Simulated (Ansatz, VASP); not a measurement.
# HfCr: VASP beside Ansatz

Aim: how closely do two programs agree when they are given the same cell, functional and k mesh? The cell is invented: As first built, before any earlier steps moved the atoms (in the runner's words): it takes the HfTi structure with some of its atoms replaced by other elements, volume scaled by an estimate. It may not be a known or stable phase. The cell is taken from a series of VASP runs on this material, whose earlier steps may have relaxed, scaled or displaced it; both programs get it as it stands.

Calculated with Ansatz 0.2.0; plane waves, with VASP 6.6.1 beside it; relaxation of cell and atoms at r2SCAN.

## (1) Set-up

Symmetry: P-6m2, No. 187, hexagonal system. The conventional cell has a = 3.103 Å, b = 3.103 Å, c = 4.522 Å, α = 90.00°, β = 90.00°, γ = 120.00°. Nearest to Hf lie 6 Cr at 2.88 Å and 6 Hf at 3.10 Å. Nearest to Cr lie 6 Hf at 2.88 Å and 6 Cr at 3.10 Å. As first built, before any earlier steps moved the atoms (in the runner's words): sites of the HfTi structure (space group 187) filled with other elements, volume scaled by an estimate. Farther neighbours are not listed.

## (2) Ansatz: relaxation of cell and atoms, r2SCAN

Ansatz runs on its default PAW (the set named soft_2) files.

The relaxed volume is the usual yardstick between codes: its relative difference is about their pressure difference at one cell divided by the bulk modulus.

File input.yaml:

```yaml
crystal:
  lattice:
    - [3.1025576269, 0.0, 0.0]
    - [-1.5512788135, 2.6868946471, 0.0]
    - [0.0, 0.0, 4.5222447933]
  atoms:
    - { symbol: Hf, position: [0.66666667, 0.33333333, 0.5] }
    - { symbol: Cr, position: [0.33333333, 0.66666667, 0.0], spin: 3.0 }
hamiltonian:
  xc: r2scan
  pseudopotentials: { kind: paw }
magnetization:
  spin_polarized: true
kpoints:
  mp_grid: { grid: [8, 8, 5] }
scf:
  occupations: { method: gaussian, width: 0.05 }
relax:
  f_tol: 0.01
  max_steps: 60
  cell: { stress_tol: 0.05 }
output:
  forces: true
  stress: true
```

Launch:

```bash
ansatz run input.yaml --threads 4 --pin off --max-ram 9216MiB --backend cpu --events-out ev --progress --plain --runs-dir out
```

Numbers of over 12 decimals in the logs are rounded to 6 here.

Log:

```text
Engine: ansatz 0.2.0, aarch64-unknown-linux-gnu
Pseudopotentials: kind: paw
Pseudopotential: Hf, paw, valence charge 26, recommended cutoff 500 eV (meta_gga), Hf.paw.azcp
Pseudopotential: Cr, paw, valence charge 14, recommended cutoff 500 eV (meta_gga), Cr.paw.azcp
Functional definition: r2SCAN
  parameter k0 = 0.174
  parameter k1 = 0.065
  parameter a1 = 4.9479
  exchange = r2scan_x(k0 = k0, k1 = k1, a1 = a1)
  correlation = r2scan_c
Crystal: 2 atoms, lattice volume = 37.699 Å³
Basis set: ecut = 500 eV, 929 PW (Γ), exchange–correlation on 96×96×144 points (64 copies of the dense FFT grid, shifted against one another)
Bands: 26, of which v1, the nominal top of the filled ones, is band 20 counted from 1 (19 counted from 0)
Symmetry: 12 space group operations
Space group: P-6m2 (ITA 187), of the structure as read, at distance tolerance 3.4e-5 Å
Magnetic group: BNS 187.209 (UNI 1439), of the structure as read, at distance tolerance 3.4e-5 Å
k-points: 30 of 320 (time reversal used)
Non-local potential: Hf, projectors of the file, l = 0: 3, l = 1: 2, l = 2: 2, l = 3: 3
Non-local potential: Cr, projectors of the file, l = 0: 3, l = 1: 2, l = 2: 3, l = 3: 1
PAW form: soft (Blöchl's): semilocal exchange-correlation on the pseudo side does not see the compensation charge
PAW frozen core: Hf, regenerated for the run's functional (the file was generated under x = pbe(κ = 0.804, μ = 0.219515), c = pbe(β = 0.066725))
PAW frozen core: Cr, regenerated for the run's functional (the file was generated under x = pbe(κ = 0.804, μ = 0.219515), c = pbe(β = 0.066725))
PAW one-centre angular grid: Hf, 974 points (default); XC on 160 Gauss nodes
PAW one-centre angular grid: Cr, 590 points (default); XC on 160 Gauss nodes
Initial density: superposition of atomic densities (chi_scale 0.1, normalization cell)
Starting moments: Σ|m| = 3 μB on 1 of 2 sites
Initial wavefunctions: pseudopotential atomic-orbital guess
Functional: x = r2scan, c = r2scan; τ floored in thin density (d = 2e-4 eV/Å³)
SCF iter   1: F=—  HF=-19115.141302 eV  |F-HF|=—  |Δ(HF+E_count)|=         —  Δρ=7.37e-2 (↑7.37e-2 ↓5.37e-2)  dr2=7.28e0  dr2_τ=3.34e-2  dr2_m=6.66e-2  M=2.581 μB ∫|m|=2.985 μB  β_m=1.00  ethr=3.10e-3  ⟨swp⟩=3.9  Hψ=5342  notcnv=0
Mixer restart at iter 1: flushing history
preconditioner: auto → Kerker (q_TF=auto, 2.755 Å⁻¹)  [metal: Δε(μ)=0.003 eV  Ē_g=15.307 eV  σ=0.050 eV  W_gap=0.04  n_scr=20 (ndim 8)  ℏωp=33.1 eV  f_vac=0.000  D(μ)=3.87/eV (n_scr^D=54)]
spin=Collinear: Kerker preconditioning applied to the charge; magnetization (m = ρ↑ − ρ↓) channel mixes plain (no charge-response kernel on spin).
SCF iter   2: F=—  HF=-19114.931151 eV  |F-HF|=—  |Δ(HF+E_count)|=   2.10e-1  Δρ=4.08e-2 (↑2.26e-2 ↓4.08e-2)  dr2=1.90e0  dr2_τ=7.61e-3  dr2_m=4.94e-2  M=2.447 μB ∫|m|=3.176 μB  β_m=1.00  ethr=3.10e-3  ⟨swp⟩=2.9  Hψ=3578  notcnv=0  defer=59  κ⁻¹=1.0e0(r=1)
SCF iter   3: F=—  HF=-19114.830469 eV  |F-HF|=—  |Δ(HF+E_count)|=   1.01e-1  Δρ=1.46e-2 (↑1.46e-2 ↓1.44e-2)  dr2=2.12e-1  dr2_τ=3.96e-3  dr2_m=1.09e-2  M=2.422 μB ∫|m|=3.433 μB  β_m=1.00  ethr=3.10e-3  ⟨swp⟩=2.2  Hψ=2616  notcnv=0  defer=63  κ⁻¹=4.4e-2(r=2)
SCF iter   4: F=—  HF=-19114.885788 eV  |F-HF|=—  |Δ(HF+E_count)|=         —  Δρ=2.01e-2 (↑2.01e-2 ↓1.13e-2)  dr2=9.49e-2  dr2_τ=3.87e-3  dr2_m=5.50e-2  M=2.673 μB ∫|m|=3.769 μB  β_m=1.00  ethr=5.30e-4  ⟨swp⟩=2.4  Hψ=2352  notcnv=0  defer=65
Mixer restart at iter 4: flushing history
SCF iter   5: F=—  HF=-19114.894574 eV  |F-HF|=—  |Δ(HF+E_count)|=   8.79e-3  Δρ=9.92e-3 (↑9.92e-3 ↓6.54e-3)  dr2=5.37e-2  dr2_τ=1.41e-3  dr2_m=4.65e-3  M=2.746 μB ∫|m|=3.872 μB  β_m=1.00  ethr=2.37e-4  ⟨swp⟩=2.4  Hψ=2130  notcnv=0  defer=65  κ⁻¹=1.0e0(r=1)
SCF iter   6: F=—  HF=-19114.920354 eV  |F-HF|=—  |Δ(HF+E_count)|=   2.58e-2  Δρ=4.28e-3 (↑4.28e-3 ↓4.10e-3)  dr2=1.93e-2  dr2_τ=3.60e-4  dr2_m=7.49e-5  M=2.819 μB ∫|m|=3.967 μB  β_m=1.00  ethr=1.34e-4  ⟨swp⟩=2.5  Hψ=2622  notcnv=0  defer=65  κ⁻¹=7.1e-2(r=2)
SCF iter   7: F=—  HF=-19114.938244 eV  |F-HF|=—  |Δ(HF+E_count)|=         —  Δρ=2.39e-3 (↑2.39e-3 ↓2.11e-3)  dr2=2.19e-3  dr2_τ=7.46e-5  dr2_m=1.17e-3  M=2.849 μB ∫|m|=4.009 μB  β_m=1.00  ethr=4.84e-5  ⟨swp⟩=2.3  Hψ=3136  notcnv=0  defer=67
Mixer restart at iter 7: flushing history
SCF iter   8: F=—  HF=-19114.938775 eV  |F-HF|=—  |Δ(HF+E_count)|=   5.31e-4  Δρ=1.08e-3 (↑1.07e-3 ↓1.08e-3)  dr2=1.22e-3  dr2_τ=1.88e-5  dr2_m=8.24e-5  M=2.839 μB ∫|m|=3.989 μB  β_m=1.00  ethr=5.48e-6  ⟨swp⟩=2.0  Hψ=2953  notcnv=0  defer=67  κ⁻¹=1.0e0(r=1)
SCF iter   9: F=—  HF=-19114.938718 eV  |F-HF|=—  |Δ(HF+E_count)|=   5.73e-5  Δρ=6.68e-4 (↑6.68e-4 ↓6.20e-4)  dr2=5.66e-4  dr2_τ=6.70e-6  dr2_m=2.37e-6  M=2.834 μB ∫|m|=3.975 μB  β_m=1.00  ethr=3.06e-6  ⟨swp⟩=2.0  Hψ=2091  notcnv=0  defer=67  κ⁻¹=5.8e-2(r=2)
SCF iter  10: F=—  HF=-19114.938792 eV  |F-HF|=—  |Δ(HF+E_count)|=   7.45e-5  Δρ=3.43e-4 (↑3.43e-4 ↓2.15e-4)  dr2=7.35e-5  dr2_τ=1.79e-6  dr2_m=9.81e-6  M=2.830 μB ∫|m|=3.966 μB  β_m=1.00  ethr=1.41e-6  ⟨swp⟩=2.0  Hψ=2938  notcnv=0  defer=67  κ⁻¹=2.2e-2(r=3)
[...]
SCF iter  14: F=—  HF=-19114.938866 eV  |F-HF|=—  |Δ(HF+E_count)|=   1.01e-5  Δρ=8.11e-5 (↑8.11e-5 ↓4.18e-5)  dr2=5.14e-6  dr2_τ=8.29e-8  dr2_m=2.38e-7  M=2.832 μB ∫|m|=3.973 μB  β_m=1.00  ethr=9.14e-8  ⟨swp⟩=2.0  Hψ=1856  notcnv=0  defer=67  κ⁻¹=1.5e-5(r=7)
SCF iter  15: F=—  HF=-19114.938868 eV  |F-HF|=—  |Δ(HF+E_count)|=   2.60e-6  Δρ=1.55e-5 (↑1.22e-5 ↓1.55e-5)  dr2=2.20e-7  dr2_τ=2.80e-9  dr2_m=4.68e-9  M=2.832 μB ∫|m|=3.973 μB  β_m=1.00  ethr=1.29e-8  ⟨swp⟩=2.0  Hψ=2168  notcnv=0  defer=67  κ⁻¹=7.3e-6(r=8)
SCF iter  16: F=—  HF=-19114.938869 eV  |F-HF|=—  |Δ(HF+E_count)|=   3.98e-7  Δρ=1.41e-5 (↑1.41e-5 ↓1.15e-5)  dr2=2.48e-7  dr2_τ=2.10e-9  dr2_m=6.54e-9  M=2.832 μB ∫|m|=3.973 μB  β_m=1.00  ethr=5.49e-10  ⟨swp⟩=2.0  Hψ=2305  notcnv=0  defer=67  κ⁻¹=1.4e-5(r=8)
SCF iter  17: F=—  HF=-19114.938869 eV  |F-HF|=—  |Δ(HF+E_count)|=   2.89e-7  Δρ=5.81e-6 (↑5.81e-6 ↓4.15e-6)  dr2=1.86e-8  dr2_τ=4.72e-10  dr2_m=3.95e-9  M=2.832 μB ∫|m|=3.973 μB  β_m=1.00  ethr=5.49e-10  ⟨swp⟩=2.0  Hψ=2757  notcnv=0  defer=67  κ⁻¹=2.4e-6(r=8)
SCF iter  18: F=—  HF=-19114.938869 eV  |F-HF|=—  |Δ(HF+E_count)|=   4.24e-9  Δρ=3.43e-6 (↑3.43e-6 ↓2.03e-6)  dr2=6.26e-9  dr2_τ=1.64e-10  dr2_m=9.85e-10  M=2.832 μB ∫|m|=3.973 μB  β_m=1.00  ethr=4.65e-11  ⟨swp⟩=2.0  Hψ=2762  notcnv=0  defer=67  κ⁻¹=5.3e-6(r=8)
SCF iter  19: F=-19114.938869 eV  HF=-19114.938869 eV  |F-HF|=9.12e-9  |Δ(HF+E_count)|=   1.96e-8  Δρ=2.49e-6 (↑2.31e-6 ↓2.49e-6)  dr2=1.29e-8  dr2_τ=1.11e-10  dr2_m=1.68e-10  M=2.832 μB ∫|m|=3.973 μB  ethr=1.57e-11  ⟨swp⟩=1.3  Hψ=4607  notcnv=0
SCF 1 converged in 19 iterations: F = -19114.938869 eV  dr2 = 1.29e-8
  greatest PAW one-centre occupation: 1.000 electrons in one spin orbital (limit 2), on the Cr atom at site 1 (counted from 0), in its partial waves of l = 0
relax step   1: F+E_penalty+E_count = -19114.93886894 eV  Δ(F+E_penalty+E_count) = +0.000e0 eV  max|allowed force component| = 1.203e-16 eV/Å  Δτ_max = 0.0000 Å  P = +0.417 GPa  Ω = 37.699 Å³  (19 SCF iters, dr2 threshold 1.00e-7 eV, accepted)
[...]
relax step   2: F+E_penalty+E_count = -19114.93862181 eV  Δ(F+E_penalty+E_count) = +2.471e-4 eV  max|allowed force component| = 9.252e-17 eV/Å  Δτ_max = 0.0000 Å  P = -0.936 GPa  Ω = 38.187 Å³  energy of the carried Pulay correction = -1.676e-4 eV  (11 SCF iters, dr2 threshold 2.00e-7 eV, rejected (line search))
[...]
relax step   3: F+E_penalty+E_count = -19114.94020129 eV  Δ(F+E_penalty+E_count) = -1.332e-3 eV  max|allowed force component| = 1.018e-16 eV/Å  Δτ_max = 0.0000 Å  P = +0.081 GPa  Ω = 37.799 Å³  energy of the carried Pulay correction = -3.805e-5 eV  (17 SCF iters, accepted)
[...]
relax step   4: F+E_penalty+E_count = -19114.94026088 eV  Δ(F+E_penalty+E_count) = -5.959e-5 eV  max|allowed force component| = 6.014e-17 eV/Å  Δτ_max = 0.0000 Å  P = +0.005 GPa  Ω = 37.821 Å³  energy of the carried Pulay correction = -4.649e-5 eV  (10 SCF iters, dr2 threshold 8.23e-8 eV, accepted)
[...]
relax step   5: F+E_penalty+E_count = -19114.94030599 eV  Δ(F+E_penalty+E_count) = -4.510e-5 eV  max|allowed force component| = 5.551e-17 eV/Å  Δτ_max = 0.0000 Å  P = +0.006 GPa  Ω = 37.821 Å³  stress off target by 2.15e-2 GPa  SCF on the basis re-selected at this cell (its energy is not comparable with the rows above)  (11 SCF iters)
basis re-selected at this cell: Δ(F+E_penalty+E_count) = -4.510e-5 eV, ΔP = +0.000 GPa vs the last step (what re-selecting the basis moved, of the pressure what is left beyond the Pulay correction that the steps carried, after the strain that the cell walked since its last selection, with what the two solves' SCF thresholds leave and, on support functions, any second-order correction that the steps lacked; it is no m [...]
SCF converged after 11 iterations
Stability not checked: this state was not tested for a lower state beside it, because the mixer in use, unlike msr1, does not test its closes by its own steps (another_mixer; see scf.mixing.algorithm and scf.lower_state_search)
Magnetization: 2.8199 μB (21.4100 up, 18.5900 down)
Absolute magnetization: 3.9610 μB (∫|ρ↑−ρ↓|, with the PAW one-centre terms)
Spin contamination: 0.5085 ħ² per cell (⟨S²⟩ above its minimum at these occupations)
Per-site moments (μB) at R_I (Å): [(-0.305217, 1.187474), (3.193924, 1.187474)]
Free energy (F): -19114.940306 eV
Harris-Foulkes:  -19114.940306 eV  (|F-HF|=1.46e-11)
Internal energy: -19114.938207 eV  (E = F + TS)
E sigma→0 (E₀):  -19114.939257 eV
Entropy (-TS):   -0.002099 eV (-1.049 meV/atom)
Fermi energy:    17.279188 eV
--- Per-component energies (eV) ---
  E_band       = -219.349486
  E_kinetic    = 767.173229
  E_local      = -6768.248868  (includes V_loc(G=0)·N_el)
  E_nonlocal   = -1164.519006
  E_hartree    = 3122.192393
  E_xc         = -419.587706
  E_vxc        = -491.721673  (∫ρ·V_xc dr)
  E_paw        = -8159.336914  (= ΣΔE_a)
  E_vpaw       = 1166.278816  (= ΣTr[D̂ρ^β])
  E_aug_tail   = 0.000219  (compensation charges beyond the density's cutoff)
  E_vtau       = 27.302980  (kinetic-family band-sum trace: ∫τ·v_τ [+ j·A + Jᵃ·Aᵃ] dr)
  E_ewald      = -6492.660750
  E_core_change = 0.049194  (= ΣΔE_core)
  E_smearing   = -0.002099  (= −TS)
  E_closure    = 0.000000  (closes the sum)
  Σ components = -19114.940306   (vs F -19114.940306, Δ=0.00e0)
--- Forces (eV/Å), atoms counted from 1 ---
  atom   1  Hf     0.00000000     0.00000000     0.00000000
  atom   2  Cr    -0.00000000    -0.00000000     0.00000000
  max |Σ_I F_I| component: 5.55e-17 eV/Å
--- Stress (GPa, compression-positive) ---
        0.019103       0.000000       0.000000
        0.000000       0.019103       0.000000
        0.000000       0.000000      -0.021488
  P = ⅓ Tr σ = 0.0056 GPa (0.056 kbar)
--- Relaxed structure (4 steps of the walk, 3 accepted, 1 SCFs on fresh bases) ---
  F+E_penalty+E_count = -19114.94030599 eV   max|allowed force component| = 5.551e-17 eV/Å   (the final SCF, on the basis selected at the relaxed cell)
  cell:  # Å, volume = 37.8206 Å³
    - [3.117596, 2.900752210139083e-11, 0.0]
    - [-1.558798, 2.699917, 0.0]
    - [0.0, 0.0, 4.493219]
  atoms:
    - { symbol: Hf, position: [0.666667, 0.333333, 0.5] }
    - { symbol: Cr, position: [0.333333, 0.666667, 0.0] }
```

The job ended after 22 s (4 threads of Arm Neoverse V2, shared host; peak memory 0.59 GiB; 81 s of CPU time).

(Part 1 of 2 ends here.)

[Lines on the potential files, build, host, timing and source positions are cut from VASP's logs without a mark.]

[Logs are printed without paths, hosts, clocks, repeated set-up lines and the standing remarks that a program may print on its own settings, such as how far it seeks lower states.]

[Hosts, paths, dates, database ids (printed as entryN), source tags and the programs' standing remarks are cut or masked in the printed files.]
